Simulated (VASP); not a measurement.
Here is the system:

```yaml
crystal:
  lattice:
    - [0.00000, 2.98545, 2.98545]
    - [2.98545, 0.00000, 2.98545]
    - [2.98545, 2.98545, 0.00000]
  atoms:
    - { symbol: Li, position: [0.25000, 0.25000, 0.25000] }
    - { symbol: Li, position: [0.75000, 0.75000, 0.75000] }
    - { symbol: Se, position: [0.00000, 0.00000, 0.00000] }
```

Computed with r2SCAN meta-GGA with spin-orbit coupling, VASP's PBE PAW potentials (set 64) (plane waves; VASP). Settings: 520 eV cut-off, 6×6×6 Γ-centred mesh, Gaussian smearing of 0.050 eV, potentials Li_sv Se.

Problem. Estimate the energy per atom (σ→0), band gap (over mesh and band path) with the smallest direct gap where there is one.

Solution. 
| Property | Value |
|---|---|
| band gap (over mesh and band path) | 3.33 eV |
| smallest direct gap (over mesh and band path) | 4.09 eV |
| energy per atom (σ→0) | -7.817 eV/atom |

Only differences to runs with the same potentials and settings are physical.

The compound is Li2Se in the antifluorite structure. It was relaxed first.
